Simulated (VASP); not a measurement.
```
CELL_PARAMETERS angstrom
      0.00000     2.75619     2.75619
      2.75619     0.00000     2.75619
      2.75619     2.75619     0.00000
ATOMIC_POSITIONS crystal
  Tm 0.00000 0.00000 0.00000
  P  0.50000 0.50000 0.50000
```

Calculation: PBEsol GGA, VASP's PBE PAW potentials (set 64) (plane waves; VASP). Run with 400 eV cut-off, 10×10×10 Γ-centred mesh, first-order Methfessel-Paxton smearing of 0.10 eV, potentials Tm_3 P.

The 4f electrons are frozen in the core of the lanthanide potential, so 4f levels, which can set the real gap, and their magnetism are missing.

Task: What does the run give for the energy per atom (σ→0), band gap (on the k-mesh) with the smallest direct gap where there is one?

Result: 
| Property | Value |
|---|---|
| band gap (on the k-mesh) | none (metal, semimetal or under 0.01 eV) |
| energy per atom (σ→0) | -6.978 eV/atom |

The structure comes from a computed database's TmP entry (Fm-3m); how it stands against other phases isn't given here. It was relaxed first. The start is the result of an earlier pass.
